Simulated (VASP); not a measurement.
Input:

```xyz
2
Lattice="0.0000 2.6721 2.6721 2.6721 0.0000 2.6721 2.6721 2.6721 0.0000" Properties=species:S:1:pos:R:3 pbc="T T T"
Si     0.0000     0.0000     0.0000
Si     1.3361     1.3361     1.3361
```

These are rev-vdW-DF2, VASP's PBE PAW potentials (set 64) (plane waves; VASP) values and carry that method's errors. Settings: 520 eV cut-off, 8×8×8 Γ-centred mesh, Gaussian smearing of 0.050 eV, potentials Si.

### Question
What does the run give for the energy per atom (σ→0), pressure?

### Answer

```json
{
  "energy per atom (σ→0)": "-4.389 eV/atom",
  "pressure": "6.41 GPa"
}
```

The absolute energy has meaning only against runs of the same code, potentials and settings.

The compound is Si in the diamond structure. This cell is one point of a volume scan, at 0.94 of the reference volume.
